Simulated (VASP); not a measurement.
Be2C (antifluorite):

```
Be2C
1.0
    0.00000     2.17000     2.17000
    2.17000     0.00000     2.17000
    2.17000     2.17000     0.00000
Be C
2 1
Direct
  0.25000   0.25000   0.25000
  0.75000   0.75000   0.75000
  0.00000   0.00000   0.00000
```

The lowest empty band near X, direction along the valley's axis, from PBE with spin-orbit coupling in VASP (PAW); its two spin partners are averaged. The gap over the points computed is 1.15 eV, and the next band on that side lies 4.52 eV away at the edge.

Settings: 520 eV cut-off, 10×10×10 Γ-centred mesh, Gaussian smearing of 0.050 eV, potentials Be C.

```csv
distance from the edge in k (1/Å),distance in energy (meV)
0.025,3.4
0.035,6.7
0.050,13.8
0.070,27.0
```

Problem. Fit E(1 + αE) = ħ²k²/2m* (ħ²/2m0 = 3.810 eV Å²) and predict the row at 0.095 1/Å.

Solution. The rows don't resolve α, so a parabola serves: the electron mass is m* = 0.692 m0, and so 49.7 meV. The run gave 49.7 meV, -0.0 meV from the fit.

Left out are points under 3 meV from the edge, since the levels carry 0.1 meV, and points farther than half the way to the next band.

The compound is Be2C in the antifluorite structure. The cell was not relaxed at this level.
